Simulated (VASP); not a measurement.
## SiC (space group F-43m): computed properties

These are r2SCAN+rVV10, VASP's PBE PAW potentials (set 64) (plane waves; VASP) values and carry that method's errors.

```json
{
 "space_group": "F-43m (216)",
 "cell": "a = b = c = 4.3514 Å, α = β = γ = 90.00°",
 "volume_per_atom": "10.30 Å³/atom",
 "band gap (over mesh and band path)": "1.69 eV",
 "smallest direct gap (over mesh and band path)": "5.04 eV",
 "band_edge_character": "indirect, Γ to X",
 "density": "3.23 g/cm³",
 "mean ε∞ (independent particles)": "6.54"
}
```

```
CSi
1.0
    0.00000     2.17572     2.17572
    2.17572     0.00000     2.17572
    2.17572     2.17572     0.00000
Si C
1 1
Direct
  0.00000   0.00000   0.00000
  0.25000   0.25000   0.25000
```

The structure comes from a measured SiC entry (F-43m) of the Crystallography Open Database, whose conditions weren't checked. It was relaxed first. Symmetry was kept, so distortions that lower it aren't found.
